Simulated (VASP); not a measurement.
Here is the system:

```
Mo
1.0
   -1.57674     1.57674     1.57674
    1.57674    -1.57674     1.57674
    1.57674     1.57674    -1.57674
Mo
1
Direct
  0.00000   0.00000   0.00000
```

The numbers are results of TPSS meta-GGA, VASP's PBE PAW potentials (set 64) (plane waves; VASP 6.6.1), not measurements. Run with 520 eV cut-off, 18×18×18 Γ-centred mesh, tetrahedra with Blöchl corrections, potentials Mo_sv.

Question: Give the energies of bands 5 to 10 at the high-symmetry points, in eV from the Fermi level.

Answer: 
| band | Γ | H | N | P |
|---|---|---|---|---|
| 5 | -7.22 | -5.47 | -5.35 | -2.67 |
| 6 | -1.39 | -5.47 | -3.44 | -2.67 |
| 7 | -1.39 | 3.95 | 1.56 | -2.67 |
| 8 | -1.39 | 3.95 | 1.71 | 2.48 |
| 9 | 1.68 | 3.95 | 2.36 | 2.48 |
| 10 | 1.68 | 9.09 | 4.71 | 9.76 |

It has no gap at this level: it comes out as a metal or semimetal.

The compound is Mo in the bcc structure. It was relaxed first.
